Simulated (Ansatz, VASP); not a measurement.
# FeSi2 (Linzhiite) in two plane-wave programs

Wanted: the spread between two codes on one cell, functional and k mesh. The cell is taken from a series of runs on this material, whose earlier steps may have relaxed, scaled, displaced or heated it; both programs get it as it stands.

Program: Ansatz 0.2.0. Level of theory: plane waves, with VASP 6.6.1 beside it; zone-centre phonons at PBEsol. Results are calculated unless marked as measured.

### 1. Set-up

It takes space group P4/mmm (No. 123, tetragonal). The conventional cell has a = 2.593 Å, b = 2.593 Å, c = 5.005 Å, α = 90.00°, β = 90.00°, γ = 90.00°. Nearest to Si lie 1 Si at 2.26 Å and 4 Fe at 2.29 Å. Fe has 8 Si at 2.29 Å nearest. Farther neighbours are not listed.

Coordinates:

```
Si Fe
1.0
     2.59260    0.00000    0.00000
     0.00000    2.59260    0.00000
     0.00000    0.00000    5.00488
Si Fe
2 1
Direct
  0.50000 0.50000 0.27440
  0.50000 0.50000 0.72560
  0.00000 0.00000 0.00000
```

### 2. VASP: zone-centre phonons, PBEsol

Second derivatives magnify differences that forces hide, and they need a tight electronic threshold.

Lines of VASP's logs that name or quote its potential files are left out, and so is its time.

Input file INCAR:

```
SYSTEM = FeSi2
PREC = Accurate
ENCUT = 600
EDIFF = 1E-08
NELM = 120
ISMEAR = 1
SIGMA = 0.2
LREAL = .FALSE.
ALGO = Normal
GGA = PS
NBANDS = 14
LASPH = .TRUE.
LORBIT = 11
LWAVE = .FALSE.
LCHARG = .FALSE.
ISIF = 2
IBRION = 8
GGA_COMPAT = .FALSE.
KPAR = 2
```

Input file POSCAR:

```
FeSi2
1.0
    2.5925985416      0.0000000000      0.0000000000
    0.0000000000      2.5925985416      0.0000000000
    0.0000000000      0.0000000000      5.0048834952
Si Fe
2 1
Direct
    0.5000000000      0.5000000000      0.2743977963
    0.5000000000      0.5000000000      0.7256022037
    0.0000000000      0.0000000000      0.0000000000
```

Input file KPOINTS:

```
Automatic mesh
0
Gamma
16 16 8
0 0 0
```

PAW data sets: Si and Fe (PBE family, release 64).

On the command line:

```console
$ mpirun -np 2 vasp_std
```

Numbers of over 12 decimals in the logs are rounded to 6 here.

Output:

```text
[banner, memory and clock lines left out]
running    2 mpi-ranks, on    1 nodes
 distrk:  each k-point on    1 cores,    2 groups
 distr:  one band on    1 cores,    1 groups

 POSCAR found type information on POSCAR SiFe
 POSCAR found :  2 types and       3 ions
|                                                                             |
|               ----> ADVICE to this user running VASP <----                  |
|                                                                             |
|     You enforced a specific xc type in the INCAR file but a different       |
|     [... a line on the potential file left out ...]
|     I HOPE YOU KNOW WHAT YOU ARE DOING!                                     |
|                                                                             |

 LDA part: xc-table for (Slater+PW92), standard interpolation
 POSCAR, INCAR and KPOINTS ok, starting setup
 FFT: planning ... GRIDC
 FFT: planning ... GRID_SOFT
 FFT: planning ... GRID
 WAVECAR not read
 entering main loop
       N       E                     dE             d eps       ncg     rms          rms(c)
DAV:   1     0.675522133694E+02    0.67552E+02   -0.79572E+03  6364   0.133E+03
DAV:   2    -0.192643102349E+02   -0.86817E+02   -0.77176E+02  6444   0.235E+02
DAV:   3    -0.234254867347E+02   -0.41612E+01   -0.40071E+01  8566   0.569E+01
DAV:   4    -0.235173428223E+02   -0.91856E-01   -0.91710E-01  7084   0.783E+00
DAV:   5    -0.235197021214E+02   -0.23593E-02   -0.23590E-02  8658   0.134E+00    0.196E+01
DAV:   6    -0.252529719571E+02   -0.17333E+01   -0.16556E+01  8056   0.978E+01    0.160E+01
DAV:   7    -0.220486393825E+02    0.32043E+01   -0.13089E+01  8550   0.888E+01    0.670E+00
DAV:   8    -0.218044006884E+02    0.24424E+00   -0.57505E-01  8856   0.125E+01    0.176E+00
DAV:   9    -0.217768194513E+02    0.27581E-01   -0.64370E-02  9246   0.512E+00    0.666E-01
DAV:  10    -0.217751406043E+02    0.16788E-02   -0.42577E-03  7774   0.549E-01    0.102E-01
DAV:  11    -0.217751133963E+02    0.27208E-04   -0.23637E-04  7756   0.152E-01    0.590E-02
DAV:  12    -0.217751066278E+02    0.67685E-05   -0.29032E-05  8320   0.729E-02    0.325E-02
DAV:  13    -0.217751054827E+02    0.11450E-05   -0.71760E-06  7932   0.300E-02    0.117E-02
DAV:  14    -0.217751050488E+02    0.43391E-06   -0.77600E-07  9176   0.166E-02    0.410E-03
DAV:  15    -0.217751050596E+02   -0.10810E-07   -0.18342E-07  7936   0.390E-03    0.152E-03
DAV:  16    -0.217751050597E+02   -0.42746E-10   -0.81493E-09  4390   0.197E-03
   1 F= -.21775105E+02 E0= -.21775355E+02  d E =0.750011E-03
 Linear response reoptimize wavefunctions to high precision
DAV:   1    -0.217751050518E+02    0.78712E-08   -0.36378E-09  7450   0.450E-04
DAV:   2    -0.217751050518E+02   -0.15916E-10   -0.12997E-10  3930   0.101E-04
 Linear response DOF=           4
 Linear response progress:
  Degree of freedom:   1/  4
       N       E                     dE             d eps       ncg     rms          rms(c)
RMM:   1    -0.121452935359E-01   -0.12145E-01   -0.22015E-03 36074   0.886E-01
RMM:   2    -0.112590639548E-01    0.88623E-03   -0.37049E-04 22230   0.405E-01    0.727E-02
RMM:   3    -0.113400780204E-01   -0.81014E-04   -0.26004E-04 27290   0.128E-01    0.407E-02
RMM:   4    -0.114599607938E-01   -0.11988E-03   -0.36269E-05 25561   0.538E-02    0.570E-03
RMM:   5    -0.114618593385E-01   -0.18985E-05   -0.67580E-06 28620   0.170E-02    0.318E-03
RMM:   6    -0.114396924379E-01    0.22167E-04   -0.12114E-06 26731   0.872E-03    0.139E-03
RMM:   7    -0.114487417304E-01   -0.90493E-05   -0.10166E-07 24623   0.387E-03    0.449E-04
RMM:   8    -0.114491547219E-01   -0.41299E-06   -0.29371E-08 26571   0.152E-03    0.240E-04
RMM:   9    -0.114495747576E-01   -0.42004E-06   -0.13232E-08 27791   0.562E-04    0.754E-05
RMM:  10    -0.114491158811E-01    0.45888E-06   -0.14776E-09 27171   0.224E-04    0.159E-05
RMM:  11    -0.114492053392E-01   -0.89458E-07   -0.88353E-10 29082   0.737E-05    0.369E-06
RMM:  12    -0.114491934187E-01    0.11921E-07   -0.85782E-10 28563   0.317E-05    0.219E-06
RMM:  13    -0.114491960944E-01   -0.26757E-08   -0.80576E-10 27635   0.224E-05    0.463E-07
 first order change of Fermi-energy   0.32429E-04
 force on displaced ion       1 direction 1 :  -6.306   0.000   0.001
 Linear response progress:
  Degree of freedom:   2/  4
       N       E                     dE             d eps       ncg     rms          rms(c)
RMM:   1    -0.357306095401E-01   -0.35731E-01    0.11308E-01 14409   0.180E+00
RMM:   2    -0.331089096328E-01    0.26217E-02   -0.18150E-03  8710   0.703E-01    0.208E-01
RMM:   3    -0.334501917738E-01   -0.34128E-03   -0.17116E-03  7997   0.524E-01    0.253E-01
RMM:   4    -0.330905888530E-01    0.35960E-03   -0.73052E-04  7522   0.386E-01    0.857E-02
RMM:   5    -0.332194155371E-01   -0.12883E-03   -0.19221E-04 10317   0.985E-02    0.267E-02
RMM:   6    -0.332383749235E-01   -0.18959E-04   -0.15272E-05  9733   0.321E-02    0.105E-02
RMM:   7    -0.332509766856E-01   -0.12602E-04   -0.24347E-06  9083   0.176E-02    0.181E-03
RMM:   8    -0.332504376058E-01    0.53908E-06   -0.81131E-07 10642   0.681E-03    0.862E-04
RMM:   9    -0.332496256519E-01    0.81195E-06   -0.48909E-08 10456   0.198E-03    0.520E-04
RMM:  10    -0.332497344470E-01   -0.10880E-06   -0.19426E-08 10100   0.732E-04    0.884E-05
RMM:  11    -0.332497528066E-01   -0.18360E-07   -0.37620E-09 10323   0.279E-04    0.329E-05
RMM:  12    -0.332497296468E-01    0.23160E-07   -0.13468E-09 10369   0.108E-04    0.837E-06
RMM:  13    -0.332497247527E-01    0.48941E-08   -0.18530E-09 10849   0.487E-05    0.556E-06
 first order change of Fermi-energy  -0.17557E+00
 force on displaced ion       1 direction 3 :   0.000   0.000 -25.275
 Linear response progress:
  Degree of freedom:   3/  4
       N       E                     dE             d eps       ncg     rms          rms(c)
RMM:   1    -0.164992959034E+00   -0.16499E+00   -0.83639E-02 18539   0.272E+00
RMM:   2    -0.164918756974E+00    0.74202E-04   -0.24185E-03 15509   0.588E-01    0.224E-01
RMM:   3    -0.164686218874E+00    0.23254E-03   -0.37971E-04 17914   0.140E-01    0.134E-01
RMM:   4    -0.165148559995E+00   -0.46234E-03   -0.39886E-04 18324   0.145E-01    0.107E-02
RMM:   5    -0.165083899193E+00    0.64661E-04   -0.82336E-06 18561   0.249E-02    0.658E-03
RMM:   6    -0.165069896340E+00    0.14003E-04   -0.80045E-07 15595   0.117E-02    0.494E-03
RMM:   7    -0.165064254453E+00    0.56419E-05   -0.30003E-07 14846   0.858E-03    0.685E-04
RMM:   8    -0.165059523419E+00    0.47310E-05   -0.93839E-08 19227   0.210E-03    0.304E-04
RMM:   9    -0.165058888946E+00    0.63447E-06   -0.14887E-08 17522   0.792E-04    0.192E-04
RMM:  10    -0.165057978319E+00    0.91063E-06   -0.81145E-09 16660   0.429E-04    0.369E-05
RMM:  11    -0.165057960867E+00    0.17452E-07   -0.79295E-09 19708   0.179E-04    0.163E-05
RMM:  12    -0.165058092332E+00   -0.13147E-06   -0.76982E-09 19576   0.767E-05    0.296E-06
RMM:  13    -0.165058070442E+00    0.21891E-07   -0.75909E-09 19878   0.490E-05    0.742E-07
RMM:  14    -0.165058076611E+00   -0.61693E-08   -0.66578E-09 17809   0.438E-05    0.252E-07
 first order change of Fermi-energy   0.38449E-03
 force on displaced ion       3 direction 1 : -12.211   0.000   0.000
 Linear response progress:
  Degree of freedom:   4/  4
       N       E                     dE             d eps       ncg     rms          rms(c)
RMM:   1    -0.190761334417E+00   -0.19076E+00   -0.10131E-01 11267   0.250E+00
RMM:   2    -0.183446736348E+00    0.73146E-02   -0.25371E-03  8043   0.818E-01    0.250E-01
RMM:   3    -0.182383020461E+00    0.10637E-02   -0.21070E-03  9878   0.327E-01    0.132E-01
RMM:   4    -0.182532371587E+00   -0.14935E-03   -0.45607E-04 10229   0.118E-01    0.626E-02
RMM:   5    -0.182832324573E+00   -0.29995E-03   -0.13476E-04  9703   0.927E-02    0.896E-03
RMM:   6    -0.182849517973E+00   -0.17193E-04   -0.73088E-06  8810   0.282E-02    0.779E-03
RMM:   7    -0.182851572323E+00   -0.20543E-05   -0.25415E-06  8908   0.156E-02    0.308E-03
RMM:   8    -0.182834445382E+00    0.17127E-04   -0.80584E-07 10034   0.583E-03    0.739E-04
RMM:   9    -0.182834655264E+00   -0.20988E-06   -0.12223E-07  9954   0.254E-03    0.615E-04
RMM:  10    -0.182833925960E+00    0.72930E-06   -0.23507E-08 10673   0.675E-04    0.439E-04
RMM:  11    -0.182833434077E+00    0.49188E-06   -0.19096E-08 10282   0.576E-04    0.892E-05
RMM:  12    -0.182833714950E+00   -0.28087E-06   -0.11839E-08 10761   0.247E-04    0.384E-05
RMM:  13    -0.182833716796E+00   -0.18460E-08   -0.10325E-08 10324   0.124E-04    0.170E-05
 first order change of Fermi-energy   0.23040E-02
 force on displaced ion       3 direction 3 :   0.000  -0.000 -17.693
 Linear response finished
```

Parts of OUTCAR (step 2):

```text
ion  position               nearest neighbor table
   1  0.500  0.500  0.274-   2 2.26   3 2.29   3 2.29   3 2.29   3 2.29   2 2.75
   2  0.500  0.500  0.726-   1 2.26   3 2.29   3 2.29   3 2.29   3 2.29   1 2.75
   3  0.000  0.000  0.000-   1 2.29   2 2.29   1 2.29   2 2.29   1 2.29   2 2.29   1 2.29   2 2.29

  LATTYP: Found a simple tetragonal cell.
 ALAT       =     2.5925985416
 C/A-ratio  =     1.9304506328

 Subroutine GETGRP returns: Found 16 space group operations
 (whereof 16 operations were pure point group operations)

The static configuration has the point symmetry D_4h.

 Found    225 irreducible k-points:

   k-points           NKPTS =    225   k-points in BZ     NKDIM =    225   number of bands    NBANDS=     14

   dimension x,y,z NGX =    24 NGY =   24 NGZ =   40
   dimension x,y,z NGXF=    48 NGYF=   48 NGZF=   80

   ENCUT  =  600.0 eV  44.10 Ry    6.64 a.u.   5.18  5.18 10.00*2*pi/ulx,y,z

   NELECT =      16.0000    total number of electrons

 k-points in reciprocal lattice and weights: Automatic mesh
   0.00000000  0.00000000  0.00000000       0.000
   0.06250000  0.00000000  0.00000000       0.002
   0.12500000  0.00000000  0.00000000       0.002
   0.18750000  0.00000000  0.00000000       0.002
   0.25000000  0.00000000  0.00000000       0.002
   0.31250000  0.00000000  0.00000000       0.002
   0.37500000  0.00000000  0.00000000       0.002
   0.43750000  0.00000000  0.00000000       0.002
   0.50000000  0.00000000  0.00000000       0.001
[...]
0.50000000  0.43750000  0.50000000       0.002
   0.50000000  0.50000000  0.50000000       0.000

 average (electrostatic) potential at core
       1 -78.3648       2 -78.3648       3 -38.1347

  Total        4.2597871      4.2597871      4.2662974     -0.0000000      0.0000000      0.0000000
  in kB      202.8775330    202.8775330    203.1875946     -0.0000000      0.0000000      0.0000000
  external PRESSURE =     202.9808869 kB  Pullay stress =       0.0000000 kB

  energy-cutoff  :      600.00
  volume of cell :       33.64
      direct lattice vectors                 reciprocal lattice vectors
     2.592598542  0.000000000  0.000000000     0.385713401  0.000000000  0.000000000
     0.000000000  2.592598542  0.000000000     0.000000000  0.385713401  0.000000000
     0.000000000  0.000000000  5.004883495     0.000000000  0.000000000  0.199804851

 POSITION                                       TOTAL-FORCE (eV/Angst)
 -----------------------------------------------------------------------------------
      1.29630      1.29630      1.37333         0.000000     -0.000000      0.032032
      1.29630      1.29630      3.63155         0.000000      0.000000     -0.032032
      0.00000      0.00000      0.00000         0.000000      0.000000      0.000000
 -----------------------------------------------------------------------------------
    total drift:                               -0.000000      0.000000      0.000000

 Eigenvectors and eigenvalues of the dynamical matrix
 ----------------------------------------------------

   1 f  =   19.051034 THz   119.701175 2PiTHz  635.474083 cm-1    78.788709 meV
             X         Y         Z           dx          dy          dz
      1.296299  1.296299  1.373329    -0.000000   -0.000000   -0.707107
      1.296299  1.296299  3.631554    -0.000000    0.000000    0.707107
      0.000000  0.000000  0.000000     0.000000    0.000000    0.000000

   2 f  =   12.424714 THz    78.066783 2PiTHz  414.443860 cm-1    51.384467 meV
             X         Y         Z           dx          dy          dz
      1.296299  1.296299  1.373329    -0.000000    0.000000   -0.499218
      1.296299  1.296299  3.631554     0.000000    0.000000   -0.499218
      0.000000  0.000000  0.000000    -0.000000    0.000000    0.708211

   3 f  =   10.325189 THz    64.875078 2PiTHz  344.411245 cm-1    42.701533 meV
             X         Y         Z           dx          dy          dz
      1.296299  1.296299  1.373329    -0.485629   -0.116319    0.000000
      1.296299  1.296299  3.631554    -0.485629   -0.116319   -0.000000
      0.000000  0.000000  0.000000     0.688528    0.164918    0.000000

   4 f  =   10.325189 THz    64.875078 2PiTHz  344.411245 cm-1    42.701533 meV
             X         Y         Z           dx          dy          dz
      1.296299  1.296299  1.373329     0.116319   -0.485629    0.000000
      1.296299  1.296299  3.631554     0.116319   -0.485629    0.000000
      0.000000  0.000000  0.000000    -0.164918    0.688528    0.000000

   5 f  =    7.522338 THz    47.264241 2PiTHz  250.918171 cm-1    31.109874 meV
             X         Y         Z           dx          dy          dz
      1.296299  1.296299  1.373329     0.707107    0.000000   -0.000000
      1.296299  1.296299  3.631554    -0.707107   -0.000000    0.000000
      0.000000  0.000000  0.000000     0.000000   -0.000000    0.000000

   6 f  =    7.522338 THz    47.264241 2PiTHz  250.918171 cm-1    31.109874 meV
             X         Y         Z           dx          dy          dz
      1.296299  1.296299  1.373329     0.000000   -0.707107    0.000000
      1.296299  1.296299  3.631554     0.000000    0.707107   -0.000000
      0.000000  0.000000  0.000000     0.000000    0.000000    0.000000

   7 f/i=    0.001497 THz     0.009405 2PiTHz    0.049930 cm-1     0.006191 meV
             X         Y         Z           dx          dy          dz
      1.296299  1.296299  1.373329     0.000000   -0.000000    0.500781
      1.296299  1.296299  3.631554     0.000000   -0.000000    0.500781
      0.000000  0.000000  0.000000     0.000000    0.000000    0.706001

   8 f/i=    0.001793 THz     0.011267 2PiTHz    0.059815 cm-1     0.007416 meV
             X         Y         Z           dx          dy          dz
      1.296299  1.296299  1.373329     0.360331   -0.347556   -0.000000
      1.296299  1.296299  3.631554     0.360331   -0.347556   -0.000000
      0.000000  0.000000  0.000000     0.508295   -0.490274    0.000000

   9 f/i=    0.001793 THz     0.011267 2PiTHz    0.059815 cm-1     0.007416 meV
             X         Y         Z           dx          dy          dz
      1.296299  1.296299  1.373329    -0.347556   -0.360331   -0.000000
      1.296299  1.296299  3.631554    -0.347556   -0.360331   -0.000000
      0.000000  0.000000  0.000000    -0.490274   -0.508295    0.000000

 ELASTIC MODULI CONTR FROM IONIC RELAXATION (kBar)
 Direction    XX          YY          ZZ          XY          YZ          ZX
 --------------------------------------------------------------------------------
 XX        -195.7520   -195.7520     97.8290     -0.0000      0.0000     -0.0000
 YY        -195.7520   -195.7520     97.8290     -0.0000      0.0000     -0.0000
 ZZ          97.8290     97.8290    -48.8910      0.0000     -0.0000      0.0000
 XY          -0.0000     -0.0000      0.0000     -0.0000      0.0000     -0.0000
 YZ           0.0000      0.0000     -0.0000      0.0000  -1059.8520     -0.0000
 ZX          -0.0000     -0.0000      0.0000     -0.0000     -0.0000   -873.5402
 --------------------------------------------------------------------------------
```

This run has no spin polarisation, so a moment on Fe, if there is one, isn't seen.

[end of part 1 of 2]

[Lines on the potential files, build, host, timing and source positions are cut from VASP's logs without a mark.]

[Logs are printed without paths, hosts, clocks, repeated set-up lines and the standing remarks that a program may print on its own settings, such as how far it seeks lower states.]

[Hosts, paths, dates, database ids (printed as entryN), source tags and the programs' standing remarks are cut or masked in the printed files.]
